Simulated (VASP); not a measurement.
Consider the following.

```yaml
crystal:
  lattice:
    - [2.78972, 0.00000, 0.00000]
    - [0.00000, 2.78972, 0.00000]
    - [0.00000, 0.00000, 4.01130]
  atoms:
    - { symbol: Ti, position: [0.00000, 0.00000, 0.00000] }
    - { symbol: Al, position: [0.50000, 0.50000, 0.50000] }
```

All values below come from RPBE GGA, VASP's PBE PAW potentials (set 64) (plane waves; VASP). Settings: 520 eV cut-off, 13×13×9 Γ-centred mesh, first-order Methfessel-Paxton smearing of 0.10 eV, potentials Ti_sv Al.

Task: What does the run give for the energy per atom (σ→0), pressure, band gap (on the k-mesh) with the smallest direct gap where there is one?

Result: 
```yaml
band gap (on the k-mesh): none (metal, semimetal or under 0.01 eV)
energy per atom (σ→0): -5.847 eV/atom
pressure: 7.55 GPa
```

The absolute energy has meaning only against runs of the same code, potentials and settings.

The compound is TiAl in the L1_0 structure. This cell is one point of a volume scan, at 0.94 of the reference volume. The electron count is odd and the run is not spin-polarised, which forces a metal.
